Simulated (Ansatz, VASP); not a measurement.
# PtCl4 in VASP and in Ansatz

```
Pt Cl
1.0
     5.11535    0.00000    0.00000
     0.00000    5.11535    0.00000
     0.00000    0.00000    5.11535
Pt Cl
1 4
Direct
  0.50000 0.50000 0.50000
  0.00000 0.00000 0.00000
  0.50000 0.50000 0.00000
  0.50000 0.00000 0.50000
  0.00000 0.50000 0.50000
```

Change from the starting cell: species swapped into the Mn4N type (Pm-3m, No. 221).

Alike in both runs: task relaxation of cell and atoms; functional PBE; k mesh 4 × 4 × 4; occupations gaussian, width 0.1 eV; no spin polarisation.

```csv
,VASP,Ansatz
version,VASP 6.6.1,Ansatz 0.2.0
potentials or method,"VASP PAW PBE potentials, release 64 (Pt, Cl)","scalar-relativistic, plane waves, PAW"
plane-wave cutoff (eV),600,420
valence electrons in the cell,38,46
```

|  | VASP | Ansatz | Ansatz less VASP |
| --- | --- | --- | --- |
| gap on the k mesh at the Fermi level, each at its own relaxed structure (eV) | none | none | - |
| relaxed volume (Å³/atom) | 22.48 | 22.51 | +0.039 |
| relaxed cell length with the largest relative difference (Å) | 4.826 | 4.829 | +0.0028 |
| energy change over the relaxation (meV/atom) | -106 | -104 | +2.1 |

A gap of «none» marks a metal or a gap that the smearing closes. The two sets of potentials don't hold the same shells in valence.

Caveats: the volume moved by over 15 % at a fixed basis, so the end points are rough. The runs have no spin-orbit coupling, so splittings on Pt are missing.
